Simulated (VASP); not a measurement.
Output of a VASP run:

File OSZICAR:
```
       N       E                     dE             d eps       ncg     rms          rms(c)
DAV:   1     0.455352946219E+03    0.45535E+03   -0.19898E+04   864   0.191E+03
DAV:   2     0.379319784954E+02   -0.41742E+03   -0.40986E+03   904   0.487E+02
DAV:   3    -0.243960879044E+02   -0.62328E+02   -0.60667E+02  1184   0.196E+02
DAV:   4    -0.267411534179E+02   -0.23451E+01   -0.23433E+01   936   0.437E+01
DAV:   5    -0.268333879227E+02   -0.92235E-01   -0.92217E-01  1224   0.849E+00    0.128E+01
DAV:   6    -0.219682202561E+02    0.48652E+01   -0.40696E+01  1432   0.482E+01    0.583E+00
DAV:   7    -0.217481266776E+02    0.22009E+00   -0.39315E+00  1104   0.143E+01    0.264E+00
DAV:   8    -0.217462598308E+02    0.18668E-02   -0.95964E-01  1208   0.647E+00    0.126E+00
DAV:   9    -0.217124905137E+02    0.33769E-01   -0.23357E-01  1328   0.390E+00    0.238E-01
DAV:  10    -0.217160653574E+02   -0.35748E-02   -0.24379E-02  1192   0.123E+00    0.136E-01
DAV:  11    -0.217155359176E+02    0.52944E-03   -0.59430E-03  1408   0.643E-01    0.513E-02
DAV:  12    -0.217155658160E+02   -0.29898E-04   -0.52170E-04  1088   0.205E-01    0.443E-02
DAV:  13    -0.217155508934E+02    0.14923E-04   -0.21822E-04  1416   0.104E-01    0.116E-02
DAV:  14    -0.217155505519E+02    0.34150E-06   -0.54157E-05  1280   0.812E-02    0.847E-03
DAV:  15    -0.217155486174E+02    0.19345E-05   -0.13721E-05  1088   0.404E-02    0.113E-03
DAV:  16    -0.217155487201E+02   -0.10278E-06   -0.93499E-07   608   0.101E-02
   1 F= -.21715549E+02 E0= -.21715549E+02  d E =-.217155E+02
       N       E                     dE             d eps       ncg     rms          rms(c)
DAV:   1    -0.217162574460E+02   -0.70883E-03   -0.39431E-02  1296   0.186E+00    0.143E-01
DAV:   2    -0.217157905863E+02    0.46686E-03   -0.22309E-03  1160   0.442E-01    0.680E-02
DAV:   3    -0.217156989706E+02    0.91616E-04   -0.29105E-04  1272   0.261E-01    0.340E-02
DAV:   4    -0.217156680893E+02    0.30881E-04   -0.84056E-05  1296   0.112E-01    0.839E-03
DAV:   5    -0.217156669502E+02    0.11391E-05   -0.18847E-05  1200   0.534E-02    0.388E-03
DAV:   6    -0.217156666935E+02    0.25670E-06   -0.19399E-06   536   0.136E-02
   2 F= -.21715667E+02 E0= -.21715667E+02  d E =-.117973E-03
```

### OUTCAR
```
------------------------ aborting loop because EDIFF is reached ----------------------------------------
  FORCE on cell =-STRESS in cart. coord.  units (eV):
  Direction    XX          YY          ZZ          XY          YZ          ZX
  --------------------------------------------------------------------------------------
  Total       -0.0560206     -0.0560206      0.0357330      0.0000000     -0.0000000      0.0000000
  in kB       -1.0075558     -1.0075558      0.6426730      0.0000000     -0.0000000      0.0000000
  external PRESSURE =      -0.4574795 kB  Pullay stress =       0.0000000 kB
  volume of cell :       89.08
      direct lattice vectors                 reciprocal lattice vectors
     4.058455803  0.000000000  0.000000000     0.246399135  0.000000000  0.000000000
     0.000000000  4.058455803  0.000000000     0.000000000  0.246399135  0.000000000
     0.000000000 -0.000000000  5.408389476     0.000000000  0.000000000  0.184897927
 POSITION                                       TOTAL-FORCE (eV/Angst)
 -----------------------------------------------------------------------------------
      2.02923     -0.00000      4.21802        -0.000000     -0.000000      0.008544
      0.00000      2.02923      1.19037         0.000000      0.000000     -0.008544
      2.02923      2.02923      0.00000         0.000000      0.000000      0.000000
      0.00000      4.05846      0.00000         0.000000      0.000000      0.000000
 -----------------------------------------------------------------------------------
    total drift:                                0.000000      0.000000      0.000000
  FREE ENERGIE OF THE ION-ELECTRON SYSTEM (eV)
  ---------------------------------------------------
  free  energy   TOTEN  =       -21.7156666935 eV

  energy  without entropy=      -21.7156666935  energy(sigma->0) =      -21.71566669

 reached required accuracy - stopping structural energy minimisation
```
(Selected blocks of OUTCAR.)

File POSCAR:
```
PbO
1
    4.0595863199     0.0000000000     0.0000000000
    0.0000000000     4.0595863199    -0.0000000000
    0.0000000000    -0.0000000000     5.4016159150
Pb O
2 2
Direct
  0.5000000000   0.0000000000   0.7800820207
  1.0000000000   0.5000000000   0.2199179793
  0.5000000000   0.5000000000   0.0000000000
  1.0000000000   0.0000000000   0.0000000000
```

Write an INCAR and KPOINTS that could have produced this output.

Several could match; the one computed here: the input of the run itself, PW91 GGA, plane waves, VASP's PBE PAW potentials (set 64).

**KPOINTS**
```
Automatic mesh
0
Gamma
5 5 4
0 0 0
```

### INCAR
```
SYSTEM = PbO
PREC = Accurate
ENCUT = 520
EDIFF = 1E-6
NELM = 100
ALGO = Normal
LREAL = .FALSE.
LASPH = .TRUE.
ISMEAR = 0
SIGMA = 0.05
GGA = 91
LMAXMIX = 4
LWAVE = .FALSE.
LCHARG = .FALSE.
IBRION = 2
ISIF = 3
NSW = 60
EDIFFG = -0.02
```

POTCAR, in this order: Pb_d O (PBE.64 set). Program: vasp_std.

Without a dispersion term in the relaxation, distances and binding between the weakly bound layers, chains or molecules are unreliable, and so is what depends on them.

The compound is PbO in the litharge structure. This run relaxes it. Symmetry was kept, so distortions that lower it aren't found. The start is the result of an earlier pass.
